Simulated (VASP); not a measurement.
Here is the system:

```xyz
3
Lattice="1.5403 -2.6679 0.0000 1.5403 2.6679 0.0000 0.0000 0.0000 3.4799" Properties=species:S:1:pos:R:3 pbc="T T T"
Mg     0.0000     0.0000     3.4799
B      1.5403     0.8893     1.7400
B      1.5403    -0.8893     1.7400
```

Computed with optB86b-vdW, VASP's PBE PAW potentials (set 64) (plane waves; VASP). Numerical set-up: 520 eV cut-off, 13×13×10 Γ-centred mesh, tetrahedra with Blöchl corrections, potentials Mg B.

The cores are frozen, which limits the accuracy of field gradients.

Task: Give the principal components of the electric field gradient (V/Å²) and the asymmetry η at each nucleus.

Result: 
```
atom    Vxx    Vyy   Vzz     η
----  -----  -----  ----  ----
Mg1     0.2    0.2  -0.4     -
B2    -10.0  -10.0  20.0  0.00
B3    -10.0  -10.0  20.0  0.00
```

The compound is MgB2 in the AlB2 type structure. It was relaxed first.
